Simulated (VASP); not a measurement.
VASP ran on this input.

POSCAR:
```
Ir
1
    0.0000000000     1.9200000000     1.9200000000
    1.9200000000     0.0000000000     1.9200000000
    1.9200000000     1.9200000000     0.0000000000
Ir
1
Direct
  0.0000000000   0.0000000000   0.0000000000
```

**INCAR**
```
! general
SYSTEM  = Ir
PREC    = Accurate
ENCUT   = 520
LREAL   = .FALSE.
LASPH   = .TRUE.

! electronic loop
EDIFF   = 1E-6
NELM    = 100
ALGO    = Normal
LMAXMIX = 6

! smearing
ISMEAR  = 1
SIGMA   = 0.1

! functional
GGA     = RE

! ions
IBRION  = 2
NSW     = 60
ISIF    = 3
EDIFFG  = -0.01

! output
LWAVE   = .FALSE.
LCHARG  = .FALSE.
```

KPOINTS:
```
K-points
0
G
 15 15 15
0 0 0
```

POTCAR, in this order: Ir (PBE.64 set). Program: vasp_std.

Q: Translate this revPBE calculation to Ansatz.

A: One equivalent input (not run):
Ansatz 0.2 input:
```yaml
crystal:
  lattice:
    - [0.0000000, 1.9200000, 1.9200000]
    - [1.9200000, 0.0000000, 1.9200000]
    - [1.9200000, 1.9200000, 0.0000000]
  atoms:
    - { symbol: Ir, position: [0.0000000, 0.0000000, 0.0000000] }
kpoints:
  mp_grid: { grid: [15, 15, 15] }
hamiltonian:
  xc: revpbe
  pseudopotentials: { kind: paw }
scf:
  occupations: { method: methfessel_paxton, width: 0.1 }
  max_iter: 100
relax:
  max_steps: 60
  f_tol: 0.01
  cell: {}
output: { forces: true, stress: true, eigenvalues: true }
```
The two are equivalent in intent, not identical: each code has its own PAW files, so the cut-off isn't converted (ENCUT is set for VASP's; basis.ecutwfc is left out, and Ansatz then takes the one that its files recommend); Ansatz stops its SCF on the density residual and VASP on the energy change (EDIFF).

The compound is Ir in the fcc structure. This run relaxes it. Symmetry was kept, so distortions that lower it aren't found.
